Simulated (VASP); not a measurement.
The system is ScInTeSe.

```
Sc In Te Se
1.0
    -2.91953    3.17384    3.40230
     2.91953   -3.17384    3.40230
     2.91953    3.17384   -3.40230
Sc In Te Se
1 1 1 1
Direct
  0.00000 0.00000 0.00000
  0.50000 0.00000 0.50000
  0.50000 0.50000 0.00000
  0.00000 0.50000 0.50000
```

The cell was built by a generator and needn't be a form met in nature.

```yaml
Program: VASP 6.6.1
Task: relaxation of cell and atoms
Functional: PBE
Potentials_or_basis: VASP PAW PBE potentials, release 64 (Sc_sv, In_d, Te, Se)
Cutoff: 520 eV
k_mesh: 4 × 4 × 4
Occupations: gaussian, width 0.15 eV
Spin: no spin polarisation
```

At the start: pressure -3.5 GPa; volume 31.53 Å³/atom.

Task: Where does the relaxation end?

Result: Over 12 steps the energy falls by 109.9 meV/atom and the volume is 28.40 Å³/atom (-9.9 %); space group Immm (No. 71, to 0.05 Å).

The path:
```
step  energy change (eV)  largest force (eV/Å)  pressure (GPa)  volume (Å³)
   1              0.0000                0.0000           -3.51       126.10
   2             -0.3027                0.0000           -0.48       113.82
   3             -0.3334                0.0000            0.82       110.53
   4             -0.3369                0.0000            1.62       108.99
   5             -0.4041                0.0000            1.59       108.30
   6             -0.4070                0.0000            1.47       108.43
   7             -0.4278                0.0000           -0.36       112.57
   8             -0.4279                0.0000           -0.27       112.38
   9             -0.4356                0.0000           -0.02       112.58
  10             -0.4371                0.0000            0.31       112.83
  11             -0.4378                0.0000            0.22       112.74
  12             -0.4394                0.0000           -0.10       113.60
```

Final structure:
```
CELL_PARAMETERS angstrom
-2.84524 3.32802 2.99928
2.84524 -3.32802 2.99928
2.84524 3.32802 -2.99928
ATOMIC_POSITIONS crystal
Sc 0.00000 0.00000 0.00000
In 0.50000 0.00000 0.50000
Te 0.50000 0.50000 0.00000
Se 0.00000 0.50000 0.50000
```

Caveat: the k mesh is coarse (spacing up to 0.37 Å⁻¹), so the values aren't converged.
